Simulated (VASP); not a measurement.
# LiF (Griceite): excitons from the Bethe-Salpeter equation, part 3 of 3

Wanted: the lowest vertical excitons of LiF (Griceite) and its absorption. The cell is of the rock-salt type, one of the forms listed for this formula. The start is a cell from a database of measured crystal structures.

VASP 6.6.1, plane waves and PAW; the level of theory is named at each step.

So far. Step 3 (Empty bands): WAVECAR now holds 40 bands for 8 electrons. Its independent-particle dielectric tensor has xx, yy, zz = 2.0, 2.0, 2.0 on this mesh, which isn't tested for convergence in mesh or bands and lacks local fields. Step 4 (G0W0): GW takes the gap from 9.049 to 13.277 eV. The value holds for 40 bands, ENCUTGW = 100 eV and this mesh, and isn't shown to be converged in them.

**5. BSE, Tamm-Dancoff**

This step: BSE on G0W0 on PBE; plane waves and PAW (F_GW, Li_GW) (VASP 6.6.1).

The Bethe-Salpeter equation adds the screened attraction of electron and hole to the quasiparticle pairs; ANTIRES = 0 leaves out the coupling to antiresonant pairs.

INCAR reads:

```
SYSTEM = LiF
PREC = Accurate
ENCUT = 520
ISMEAR = 0
SIGMA = 0.01
LREAL = .FALSE.
GGA = PE
NBANDS = 40
ALGO = BSE
NBANDSO = 3
NBANDSV = 4
OMEGAMAX = 25
NEDOS = 1000
CSHIFT = 0.1
PRECFOCK = Fast
LWAVE = .FALSE.
LCHARG = .FALSE.
ENCUTGW = 100
ANTIRES = 0
```

POSCAR reads:

```
LiF
1.0
    0.0000000000      2.0140000000      2.0140000000
    2.0140000000      0.0000000000      2.0140000000
    2.0140000000      2.0140000000      0.0000000000
F Li
1 1
Direct
    0.5000000000      0.5000000000      0.5000000000
    0.0000000000      0.0000000000      0.0000000000
```

KPOINTS reads:

```
Automatic mesh
0
Gamma
8 8 8
0 0 0
```

Potentials, in the order of the species: F_GW and Li_GW (PBE family, release 64).

Command:

```bash
$ mpirun -np 8 vasp_std
```

What it wrote:

```text
[banner, memory and clock lines left out]
running    8 mpi-ranks, on    1 nodes
 distrk:  each k-point on    8 cores,    1 groups
 distr:  one band on    1 cores,    8 groups

 POSCAR found type information on POSCAR F Li
 POSCAR found :  2 types and       2 ions
|                                                                             |
|           W    W    AA    RRRRR   N    N  II  N    N   GGGG   !!!           |
|           W    W   A  A   R    R  NN   N  II  NN   N  G    G  !!!           |
|           W    W  A    A  R    R  N N  N  II  N N  N  G       !!!           |
|           W WW W  AAAAAA  RRRRR   N  N N  II  N  N N  G  GGG   !            |
|           WW  WW  A    A  R   R   N   NN  II  N   NN  G    G                |
|           W    W  A    A  R    R  N    N  II  N    N   GGGG   !!!           |
|                                                                             |
|     For optimal performance we recommend to set                             |
|       NCORE = 2 up to number-of-cores-per-socket                            |
|     NCORE specifies how many cores store one orbital (NPAR=cpu/NCORE).      |
|     This setting can greatly improve the performance of VASP for DFT.       |
|     The default, NCORE=1 might be grossly inefficient on modern             |
|     multi-core architectures or massively parallel machines. Do your        |
|     Unfortunately you need to use the default for GW and RPA                |
|     calculations (for HF NCORE is supported but not extensively tested      |
|     yet).                                                                   |
|                                                                             |

|                                                                             |
|           W    W    AA    RRRRR   N    N  II  N    N   GGGG   !!!           |
|           W    W   A  A   R    R  NN   N  II  NN   N  G    G  !!!           |
|           W    W  A    A  R    R  N N  N  II  N N  N  G       !!!           |
|           W WW W  AAAAAA  RRRRR   N  N N  II  N  N N  G  GGG   !            |
|           WW  WW  A    A  R   R   N   NN  II  N   NN  G    G                |
|           W    W  A    A  R    R  N    N  II  N    N   GGGG   !!!           |
|                                                                             |
|     The default for ENCUTGWSOFT is different in this version of VASP.       |
|     please manually set ENCUTGWSOFT =100 in the INCAR file.                 |
|                                                                             |

 LDA part: xc-table for (Slater+PW92), standard interpolation
 found WAVECAR, reading the header
 POSCAR, INCAR and KPOINTS ok, starting setup
 FFT: planning ... GRIDC
 FFT: planning ... GRID_SOFT
 FFT: planning ... GRID
 reading WAVECAR
 the WAVECAR file was read successfully
 initial charge from wavefunction
 available memory per node:     31.54 GB, setting MAXMEM to     32295

 The Fermi energy was updated, please check that it is located mid-gap
 values below the HOMO (VB) or above the LUMO (CB) will cause erroneous energies
 E-fermi :   0.8634

 the WAVEDER file was read successfully
 responsefunction array rank=      48

 min. memory requirement per mpi rank     99.9 MB, per node    799.3 MB

 Doing            0  frequencies on each core in blocks of            0
 Found all WFULLXXXX.tmp files
 reading now WFULL0001.tmp
 reading now WFULL0002.tmp
 reading now WFULL0003.tmp
 reading now WFULL0004.tmp
 reading now WFULL0005.tmp
 reading now WFULL0006.tmp
 reading now WFULL0007.tmp
 reading now WFULL0008.tmp
 reading now WFULL0009.tmp
 reading now WFULL0010.tmp
 reading now WFULL0011.tmp
 reading now WFULL0012.tmp
 reading now WFULL0013.tmp
 reading now WFULL0014.tmp
 reading now WFULL0015.tmp
 reading now WFULL0016.tmp
 reading now WFULL0017.tmp
 reading now WFULL0018.tmp
 reading now WFULL0019.tmp
 reading now WFULL0020.tmp
 reading now WFULL0021.tmp
 reading now WFULL0022.tmp
 reading now WFULL0023.tmp
 reading now WFULL0024.tmp
 reading now WFULL0025.tmp
 reading now WFULL0026.tmp
 reading now WFULL0027.tmp
 reading now WFULL0028.tmp
 reading now WFULL0029.tmp
 parallelization over k-points
 Using distributed matrix
 Using distributed eigensolver
 allocating two-electron 4 orbital integral table    3    4    3    4
 BSE setting up matrix
 available memory per node:     31.41 GB, setting MAXMEM to     32163
 Calculate matrix elements of the BSE Hamiltonian:
 Workload is divided into blocks of two-electron 4 orbital integrals computed in
  parallel.
 Each block/integral has dimensions  of (   3,   4,   3,   4) orbitals
 Total number of blocks/integrals:               131328
 Number of spins:                                     1
 Number of kpoints:                                 512
 Spin channel:                                        1
  Number of blocks of unoccupied bands:               1
  Number of blocks of occupied bands:                 1
 Number of rows/columns of blocks:                  512

                                                        Time (sec)
               Integrals                 Ranks       Real         CPU
  [         1 -       4096/    131328]     8         0.88        0.00
  [      4097 -       8192/    131328]     8         1.76        0.00
  [      8193 -      12288/    131328]     8         2.66        0.00
  [     12289 -      16384/    131328]     8         3.52        0.00
  [     16385 -      20480/    131328]     8         4.39        0.00
  [     20481 -      24576/    131328]     8         5.29        0.00
  [     24577 -      28672/    131328]     8         6.20        0.00
  [     28673 -      32768/    131328]     8         7.09        0.00
  [     32769 -      36864/    131328]     8         7.96        0.00
  [     36865 -      40960/    131328]     8         8.81        0.00
  [     40961 -      45056/    131328]     8         9.71        0.00
  [     45057 -      49152/    131328]     8        10.60        0.00
  [     49153 -      53248/    131328]     8        11.49        0.00
  [     53249 -      57344/    131328]     8        12.38        0.00
  [     57345 -      61440/    131328]     8        13.26        0.00
  [     61441 -      65536/    131328]     8        14.16        0.00
  [     65537 -      69632/    131328]     8        15.02        0.00
  [     69633 -      73728/    131328]     8        15.91        0.00
  [     73729 -      77824/    131328]     8        16.79        0.00
  [     77825 -      81920/    131328]     8        17.68        0.00
  [     81921 -      86016/    131328]     8        18.56        0.00
  [     86017 -      90112/    131328]     8        19.42        0.00
  [     90113 -      94208/    131328]     8        20.31        0.00
  [     94209 -      98304/    131328]     8        21.19        0.00
  [     98305 -     102400/    131328]     8        22.07        0.00
  [    102401 -     106496/    131328]     8        22.95        0.00
  [    106497 -     110592/    131328]     8        23.82        0.00
  [    110593 -     114688/    131328]     8        24.70        0.00
  [    114689 -     118784/    131328]     8        25.59        0.00
  [    118785 -     122880/    131328]     8        26.48        0.00
  [    122881 -     126976/    131328]     8        27.36        0.00
  [    126977 -     131072/    131328]     8        28.23        0.00
  [    131073 -     131328/    131328]     8        28.36        0.00

 BSE redistributing all elements
 BSE diagonalizing matrix PDSYEVX_ZHEEVX_DESC
 BSE calculating oscillator strength
```

Elapsed: 38 s, on 8 MPI ranks of Intel Xeon 6975P-C (Granite Rapids), shared host; peak memory 2.7 GiB; 4 min of CPU time.

OUTCAR, selected parts (step 5):

```text
   NELECT =       8.0000    total number of electrons

 E-fermi :   0.8634

[... 8 parts as in an earlier step ...]

[... 2 further parts left out ...]
```

This step gave:

```
lowest excitation                     : 11.08 eV
direct gap less the lowest excitation : 2.194 eV
```

The imaginary dielectric function, xx has structure finer than the step of the table below, so its rows give means over 1 eV, whole bins alone (the curve runs from 0 to 25 eV). Peaks (eV: height): 11.1: 17.2, 13.0: 2.92, 21.3: 4.96.

From 3 filled and 4 empty bands alone, without any pair above OMEGAMAX = 25 eV, so strength is missing wherever others contribute; lines are broadened by CSHIFT, which also makes the tail under the first line. Imaginary dielectric function, xx against photon energy; means over each step:

```csv
photon energy (eV),"imaginary dielectric function, xx"
1,8.5e-4
2,0.00174
3,0.00282
4,0.00418
5,0.00604
6,0.00890
7,0.0137
8,0.0234
9,0.0495
10,0.197
11,4.74
12,0.774
13,1.38
14,0.788
15,0.716
16,1.05
17,0.608
18,0.843
19,1.21
20,0.707
21,1.66
22,1.07
23,0.277
24,0.105
```

Some of the lowest 40 states alone, with states under 2.5 meV apart joined, scaled to the strongest line shown. Lines of the exciton spectrum (strongest = 100):

```csv
position (eV),lines merged,oscillator strength
11.083,3,100
12.339,3,10
12.566,3,0.0
12.608,2,0.0
12.740,3,0.0
12.858,3,0.0
12.861,2,0.0
12.943,3,15
13.087,3,0.0
13.144,1,0.0
13.155,3,0.0
13.212,6,9.0
13.249,2,0.0
```

The lowest excitation lies at 11.083 eV, -2194 meV against the direct gap of these orbitals. No second mesh in this session tests these energies, peaks and heights.

**6. Independent quasiparticles**

This step: BSE on G0W0 on PBE, independent quasiparticles; plane waves and PAW (F_GW, Li_GW) (VASP 6.6.1).

With LADDER and LHARTREE off the pairs don't interact at all, so the lowest line must equal the direct gap.

INCAR: that of step 5 with these lines changed.

```diff
@@ -19 +19,3 @@
 ANTIRES = 0
+LADDER = .FALSE.
+LHARTREE = .FALSE.
```

POSCAR is that of step 5.

KPOINTS is that of step 5.

Command:

```bash
$ mpirun -np 8 vasp_std
```

What it wrote:

```text
[banner, memory and clock lines left out]
 LDA part: xc-table for (Slater+PW92), standard interpolation
 found WAVECAR, reading the header
 POSCAR, INCAR and KPOINTS ok, starting setup
 FFT: planning ... GRIDC
 FFT: planning ... GRID_SOFT
 FFT: planning ... GRID
 reading WAVECAR
 the WAVECAR file was read successfully
 initial charge from wavefunction
 available memory per node:     31.86 GB, setting MAXMEM to     32625

 Doing            0  frequencies on each core in blocks of            0
 parallelization over k-points
 Using distributed matrix
 Using distributed eigensolver
 allocating two-electron 4 orbital integral table    3    4    3    4
 BSE setting up matrix
 available memory per node:     31.82 GB, setting MAXMEM to     32583
 Calculate matrix elements of the BSE Hamiltonian:
 Workload is divided into blocks of two-electron 4 orbital integrals computed in
  parallel.
 Each block/integral has dimensions  of (   3,   4,   3,   4) orbitals
 Total number of blocks/integrals:               131328
 Number of spins:                                     1
 Number of kpoints:                                 512
 Spin channel:                                        1
  Number of blocks of unoccupied bands:               1
  Number of blocks of occupied bands:                 1
 Number of rows/columns of blocks:                  512

                                                        Time (sec)
               Integrals                 Ranks       Real         CPU
  [         1 -       4096/    131328]     8         0.13        0.00
  [      4097 -       8192/    131328]     8         0.24        0.00
  [      8193 -      12288/    131328]     8         0.35        0.00
  [     12289 -      16384/    131328]     8         0.46        0.00
  [     16385 -      20480/    131328]     8         0.57        0.00
  [     20481 -      24576/    131328]     8         0.68        0.00
  [     24577 -      28672/    131328]     8         0.79        0.00
  [     28673 -      32768/    131328]     8         0.89        0.00
  [     32769 -      36864/    131328]     8         1.00        0.00
  [     36865 -      40960/    131328]     8         1.11        0.00
  [     40961 -      45056/    131328]     8         1.24        0.00
  [     45057 -      49152/    131328]     8         1.35        0.00
  [     49153 -      53248/    131328]     8         1.46        0.00
  [     53249 -      57344/    131328]     8         1.57        0.00
  [     57345 -      61440/    131328]     8         1.68        0.00
  [     61441 -      65536/    131328]     8         1.80        0.00
  [     65537 -      69632/    131328]     8         1.91        0.00
  [     69633 -      73728/    131328]     8         2.05        0.00
  [     73729 -      77824/    131328]     8         2.16        0.00
  [     77825 -      81920/    131328]     8         2.27        0.00
  [     81921 -      86016/    131328]     8         2.38        0.00
  [     86017 -      90112/    131328]     8         2.49        0.00
  [     90113 -      94208/    131328]     8         2.60        0.00
  [     94209 -      98304/    131328]     8         2.71        0.00
  [     98305 -     102400/    131328]     8         2.83        0.00
  [    102401 -     106496/    131328]     8         2.95        0.00
  [    106497 -     110592/    131328]     8         3.05        0.00
  [    110593 -     114688/    131328]     8         3.16        0.00
  [    114689 -     118784/    131328]     8         3.27        0.00
  [    118785 -     122880/    131328]     8         3.38        0.00
  [    122881 -     126976/    131328]     8         3.49        0.00
  [    126977 -     131072/    131328]     8         3.60        0.00
  [    131073 -     131328/    131328]     8         3.64        0.00

[... 7 parts as in an earlier step ...]
```

It took 11 s on 8 MPI ranks; peak memory 2.5 GiB.

From OUTCAR (step 6):

```text
   NELECT =       8.0000    total number of electrons

 E-fermi :   0.8634

[... 8 parts as in an earlier step ...]

[... 2 further parts left out ...]
```

This step gave:

```
lowest excitation : 13.28 eV
```

The imaginary dielectric function, xx has structure finer than the step of the table below, so its rows give means over 1 eV, whole bins alone (the curve runs from 0 to 25 eV). Peaks (eV: height): 15.4: 3.09, 16.3: 4.07, 17.5: 2.24, 21.5: 2.09, 22.2: 3.47, 23.9: 2.38, 24.5: 4.21.

From 3 filled and 4 empty bands alone, without any pair above OMEGAMAX = 25 eV, so strength is missing wherever others contribute; lines are broadened by CSHIFT, which also makes the tail under the first line. Imaginary dielectric function, xx against photon energy; means over each step:

```csv
photon energy (eV),"imaginary dielectric function, xx"
1,3.2e-4
2,6.5e-4
3,0.00102
4,0.00143
5,0.00191
6,0.00251
7,0.00325
8,0.00426
9,0.00570
10,0.00786
11,0.0116
12,0.0199
13,0.0898
14,0.529
15,1.32
16,2.17
17,1.41
18,1.40
19,0.740
20,0.669
21,0.926
22,2.11
23,0.904
24,2.07
```

The lowest excitation lies at 13.277 eV, +2194 meV against the Tamm-Dancoff singlet. No second mesh in this session tests these energies, peaks and heights.

**7. Summary**

This step: BSE on G0W0 on PBE; plane waves and PAW (VASP 6.6.1).

No new run; the numbers come from the runs before.

Cost is wall time times ranks on a shared host, for this step alone, without the steps before it. Excitations by level:

```csv
level,first excitation (eV),cost (core minutes)
"BSE, Tamm-Dancoff",11.08,5.07
independent quasiparticles,13.28,1.41
```

**8. Summary of results**

```json
{
  "BSE, Tamm-Dancoff": "lowest vertical excitation 11.083 eV; direct gap 13.277 eV",
  "independent quasiparticles": "lowest vertical excitation 13.277 eV; direct gap 13.277 eV"
}
```

In words: The Bethe-Salpeter equation puts the lowest vertical singlet excitation at 11.083 eV, 2.19 eV below the direct gap of 13.277 eV; the states within 10 meV of it carry 100 % of the strength of the strongest such group among the lowest 40 states. The spectra were run on one mesh, so the distance from the gap isn't shown to be converged; coarse meshes tend to overstate it. Bands, response cutoff and mesh of the GW step weren't tested in this session. Only the bands set by NBANDSO and NBANDSV form pairs, and any pair above OMEGAMAX = 25 eV is dropped, so the spectrum is that of this window; the window can cut degenerate bands. Not tabulated here, as repeats of values shown or as unfit to read for their mesh, reference level or band range: eps2 curves (empty bands); eps1 curves and static values (BSE, empty bands, independent quasiparticles); line lists of runs without attraction (independent quasiparticles).

[Lines on the potential files, build, host, timing and source positions are cut from VASP's logs without a mark.]

[Logs are printed without paths, hosts, clocks, repeated set-up lines and the standing remarks that a program may print on its own settings, such as how far it seeks lower states.]

[Hosts, paths, dates, database ids (printed as entryN), source tags and the programs' standing remarks are cut or masked in the printed files.]

[Pressures printed for these runs are not shown converged in the cutoff: they can be off by several GPa and have the wrong sign.]
